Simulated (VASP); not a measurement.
A convergence study with VASP on KBr (rock salt): one setting is varied, all else stays as given below, so the limit is that of these other settings.

```
KBr
1.0
    0.00000     3.30000     3.30000
    3.30000     0.00000     3.30000
    3.30000     3.30000     0.00000
K Br
1 1
Direct
  0.00000   0.00000   0.00000
  0.50000   0.50000   0.50000
```

Computed with PBE GGA, VASP's PBE PAW potentials (set 64) (plane waves; VASP). The tightest run used: 550 eV cut-off, 16×16×16 Γ-centred mesh, Gaussian smearing of 0.050 eV, potentials K_sv Br.

```tsv
setting	E (eV/atom)	pressure (GPa)	irreducible k-points
1×1×1 mesh	-1.4971	12.98	1
2×2×2 mesh	-3.0550	1.29	3
3×3×3 mesh	-3.1048	0.79	4
```

Q: These are the cheaper rows. Estimate the results at 16×16×16 mesh, and how far the last row shown lies from them.

A: 
```
quantity        tightest run  last row shown is off by
--------------  ------------  ------------------------
E (eV/atom)          -3.1076                    0.0027
pressure (GPa)          0.76                      0.04
```

Left out are rungs that failed or repeat a setting and relaxations that didn't move; long series are thinned to 24 rows.

The compound is KBr in the rock salt structure. The cell was not relaxed at this level.
